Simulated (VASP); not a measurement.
Level of theory: PBE GGA with D3 dispersion (zero damping), VASP's PBE PAW potentials (set 64) (plane waves; VASP).

The input files of a VASP run:

**POSCAR**
```
YN
1.0
  0.0000000000   2.4592184772   2.4592184772
  2.4592184772   0.0000000000   2.4592184772
  2.4592184772   2.4592184772   0.0000000000
Y N
1 1
Cart
  0.0000000000   0.0000000000   0.0000000000
  2.4592184772   2.4592184772   2.4592184772
```

KPOINTS:
```
kpoints
0
Gamma
9 9 9
0 0 0
```

### INCAR
```
! general
SYSTEM  = YN
PREC    = Accurate
ENCUT   = 520   ! plane-wave cut-off (eV)
LREAL   = .False.
LASPH   = .True.   ! aspherical one-centre terms

! electronic loop
EDIFF   = 1E-7   ! SCF stop (eV)
NELM    = 100   ! most electronic steps
ALGO    = Normal   ! blocked Davidson
LMAXMIX = 4

! smearing
ISMEAR  = 0   ! Gaussian
SIGMA   = 0.05

! functional
GGA     = PE   ! PBE
IVDW    = 11   ! D3, zero damping

! ions
ISIF    = 2   ! forces and stress, cell fixed

! output
LWAVE   = .False.
LCHARG  = .False.
```

POTCAR, in this order: Y_sv N (PBE.64 set). Program: vasp_std.

### Question
What will the output report for the number of irreducible k-points (NKPTS), largest plane-wave count, number of space-group operations, FFT grid (NGX, NGY, NGZ)?

### Answer

```
Item                                           Value
--------------------------------------  ------------
number of irreducible k-points (NKPTS)            35
largest plane-wave count                         821
number of space-group operations                  48
FFT grid (NGX, NGY, NGZ)                28 × 28 × 28
```

The compound is YN in the rock salt structure. This cell is one point of a volume scan, at 1.03 of the reference volume.
